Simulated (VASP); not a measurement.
# What goes wrong when Si2Mo is relaxed with a bad input, part 2 of 2

Some relaxations of Si2Mo get a fault in the input on purpose. Which of them show, and how? The starting structure is a measured crystal structure from the Crystallography Open Database. The first relaxation on each setting starts from this cell expanded by 3 % in volume.

VASP 6.6.1.

Results so far: reference 13.29 Å³ an atom; the cell held fixed (ISIF = 2) 13.82 Å³ an atom.

The database entry behind the starting cell is an old determination (1927), so it need not match the best structure at ambient conditions.

### Step 5. Relaxation with an ionic step far too long

Level of this step: PBEsol; plane waves and PAW (Mo_sv, Si) (VASP).

A slip made on purpose: an ionic step far too long. Against step 2 the input has IBRION = 1 and POTIM = 2 (also changed: NELM and NSW).

File INCAR:

```
SYSTEM = Si2Mo
PREC = Accurate
ENCUT = 450
EDIFF = 1E-06
NELM = 60
ISMEAR = 0
SIGMA = 0.05
LREAL = .FALSE.
ALGO = Normal
GGA = PS
NBANDS = 17
LASPH = .TRUE.
LORBIT = 11
LWAVE = .FALSE.
LCHARG = .FALSE.
KPAR = 8
IBRION = 1
NSW = 30
ISIF = 3
EDIFFG = -0.006
POTIM = 2
```

File POSCAR:

```
Si2Mo
1.0
   -1.6158426145      1.6158426145      3.9694183726
    1.6158426145     -1.6158426145      3.9694183726
    1.6158426145      1.6158426145     -3.9694183726
Mo Si
1 2
Direct
    0.0000000000      0.0000000000      0.0000000000
    0.6670000000      0.6670000000      0.0000000000
    0.3330000000      0.3330000000      0.0000000000
```

File KPOINTS:

```
Automatic mesh
0
Gamma
14 14 14
0 0 0
```

The projector-augmented-wave data sets are Mo_sv and Si (PBE family, release 64).

On the command line:

```
$ mpirun -np 8 vasp_std
```

Output:

```text
[... set-up lines as in an earlier step ...]
 entering main loop
       N       E                     dE             d eps       ncg     rms          rms(c)
[... 13 cycles as in an earlier step ...]
   1 F= -.25030159E+02 E0= -.25029916E+02  d E =-.250302E+02
[... from here on, the cycles between the ionic steps are left out ...]
   2 F= -.18363815E+02 E0= -.18363745E+02  d E =0.666634E+01
   3 F= -.25074713E+02 E0= -.25074466E+02  d E =-.671090E+01
   4 F= -.25070325E+02 E0= -.25070089E+02  d E =0.438817E-02
   5 F= -.25079490E+02 E0= -.25079201E+02  d E =-.916453E-02
   6 F= -.25074814E+02 E0= -.25074569E+02  d E =0.467596E-02
   7 F= -.25072147E+02 E0= -.25071941E+02  d E =0.266638E-02
   8 F= -.25077807E+02 E0= -.25077552E+02  d E =-.565923E-02
   9 F= -.25063976E+02 E0= -.25063781E+02  d E =0.138306E-01
  10 F= -.25048353E+02 E0= -.25048118E+02  d E =0.156233E-01
  11 F= -.24948364E+02 E0= -.24948170E+02  d E =0.999888E-01
  12 F= -.24666561E+02 E0= -.24666437E+02  d E =0.281802E+00
  13 F= -.22734901E+02 E0= -.22734351E+02  d E =0.193166E+01
  14 F= -.21191675E+02 E0= -.21189993E+02  d E =0.154323E+01
[...]
|     E        R    R   R    R   O     O  R    R      ###     ###     ###     |
|     EEEEEEE  R     R  R     R  OOOOOOO  R     R     ###     ###     ###     |
|                                                                             |
|     Orbital orthonormalization failed in the inversion of matrix            |
|     LAPACK: Routine ZPOTRF failed! kpoint: 1 spin: 1                        |
|                                                                             |
|     Possible solutions for this issue are:                                  |
|     - Please check whether the atoms are too close to each other.           |
|     - Decreasing POTIM might help during relaxations or MDs.                |
|     - Deleting CHGCAR or WAVECAR if incompatible with the structure.        |
|     - Try calculating without symmetrizing (ISYM = 0 or ISYM = -1).         |
|     - As last resort: using a different PAW for some of the atoms.          |
|                                                                             |
|       ---->  I REFUSE TO CONTINUE WITH THIS SICK JOB ... BYE!!! <----       |
|                                                                             |
 -----------------------------------------------------------------------------

1
1
1
1
1
1
1
1
```

Wall time 3.6 min (8 MPI ranks of Intel Xeon Platinum 8488C (Sapphire Rapids), shared host).

Logs of long relaxations may skip ionic steps without a mark.

VASP stopped with this message: “Orbital orthonormalization failed in the inversion of matrix LAPACK: Routine ZPOTRF failed! kpoint: 1 spin: 1”.

### Step 6. Relaxation with only the volume free (ISIF = 7)

A slip made on purpose: only the volume free (ISIF = 7). Against step 2 the input has ISIF = 7 (also changed: NELM).

Changes to INCAR since step 5:

```diff
@@ -16,6 +16,5 @@
 KPAR = 8
-IBRION = 1
-NSW = 30
-ISIF = 3
+IBRION = 2
+NSW = 50
+ISIF = 7
 EDIFFG = -0.006
-POTIM = 2
```

POSCAR is that of step 5.

KPOINTS is that of step 5.

On the command line:

```
$ mpirun -np 8 vasp_std
```

Output:

```text
[... set-up lines as in an earlier step ...]
 entering main loop
       N       E                     dE             d eps       ncg     rms          rms(c)
[... 13 cycles as in an earlier step ...]
   1 F= -.25030159E+02 E0= -.25029916E+02  d E =-.250302E+02
[... from here on, the cycles between the ionic steps are left out ...]
   2 F= -.24952597E+02 E0= -.24952367E+02  d E =0.775625E-01
   5 F= -.25074472E+02 E0= -.25074218E+02  d E =0.225333E-06
   9 F= -.25074473E+02 E0= -.25074219E+02  d E =-.483467E-06
  13 F= -.25074473E+02 E0= -.25074219E+02  d E =-.415012E-07
  17 F= -.25074473E+02 E0= -.25074219E+02  d E =0.870978E-08
  21 F= -.25074473E+02 E0= -.25074219E+02  d E =0.162195E-07
  25 F= -.25074473E+02 E0= -.25074219E+02  d E =0.813088E-09
  29 F= -.25074473E+02 E0= -.25074219E+02  d E =0.144519E-08
  33 F= -.25074473E+02 E0= -.25074219E+02  d E =-.264663E-09
  37 F= -.25074473E+02 E0= -.25074219E+02  d E =-.615728E-09
  41 F= -.25074473E+02 E0= -.25074219E+02  d E =0.303316E-09
  45 F= -.25074473E+02 E0= -.25074219E+02  d E =0.926320E-09
  49 F= -.25074473E+02 E0= -.25074219E+02  d E =0.239652E-09
  50 F= -.25074473E+02 E0= -.25074219E+02  d E =0.171349E-08
[...]
opt :   0.4264  next Energy=   -25.074473 (dE= 0.171E-08)
```

Wall time 2.7 min (8 MPI ranks); peak memory 2.5 GiB.

From OUTCAR (step 6):

```text
  Total        0.0849576      0.0849576     -0.1699151      0.0000000      0.0000000      0.0000000
  in kB        3.4194181      3.4194181     -6.8388351      0.0000000      0.0000000      0.0000000
  external PRESSURE =       0.0000004 kB  Pullay stress =       0.0000000 kB

 POSITION                                       TOTAL-FORCE (eV/Angst)
 -----------------------------------------------------------------------------------
      0.00000      0.00000      0.00000         0.000000      0.000000      0.000000
      0.00000      0.00000      5.22406         0.000000      0.000000     -0.316343
      0.00000      0.00000      2.60811        -0.000000     -0.000000      0.316343
 -----------------------------------------------------------------------------------
    total drift:                                0.000000      0.000000      0.000000

  FREE ENERGIE OF THE ION-ELECTRON SYSTEM (eV)
  ---------------------------------------------------
  free  energy   TOTEN  =       -25.0744731059 eV

  energy  without entropy=      -25.0739642286  energy(sigma->0) =      -25.07421867

[... 1 part as in an earlier step ...]

[... 2 further parts left out ...]
[key lines of the parts left out:]
E-fermi :  12.3642
```

With only the volume free, forces and the rest of the stress can never meet EDIFFG, so the run used up its 50 ionic steps.

### Step 7. The runs compared

```
                            run            ended  volume (Å³/atom)  change (%)  bulk modulus (GPa)  pressure left (GPa)  core minutes
                      reference        converged            13.285           -               218.9                  0.0          11.9
            too few ionic steps    not converged                 -           -                   -                    -          3.07
 the cell held fixed (ISIF = 2)        converged            13.819        4.02                   -                -7.95           3.2
     an ionic step far too long  stopped by VASP                 -           -                   -                    -          28.7
only the volume free (ISIF = 7)    not converged                 -           -                   -                    -          21.7
```

Core minutes are wall time times ranks, summed over the relaxations behind a row (those for a bulk modulus apart), on shared hosts.

### Step 8. Summary of results

```
volume of the reference                                      : 13.29 Å³/atom
volume against the reference, the cell held fixed (ISIF = 2) : +4.02 %
run with too few ionic steps                                 : not converged
run with an ionic step far too long                          : stopped by VASP
run with only the volume free (ISIF = 7)                     : not converged
```

**Reading.** VASP stopped by itself in the run with an ionic step far too long. The runs with too few ionic steps and only the volume free (ISIF = 7) didn't converge. Finished, but with signs in the output that stand out against the reference: the cell held fixed (ISIF = 2), with the volume kept at the input's, +4.0 % from the reference (signs: a stress of up to 9.1 GPa). The reference was restarted once and the runs with a slip weren't, so their cells may not have settled fully. Further runs on this material are not shown.

[Lines on the potential files, build, host, timing and source positions are cut from VASP's logs without a mark.]

[Logs are printed without paths, hosts, clocks, repeated set-up lines and the standing remarks that a program may print on its own settings, such as how far it seeks lower states.]

[Hosts, paths, dates, database ids (printed as entryN), source tags and the programs' standing remarks are cut or masked in the printed files.]
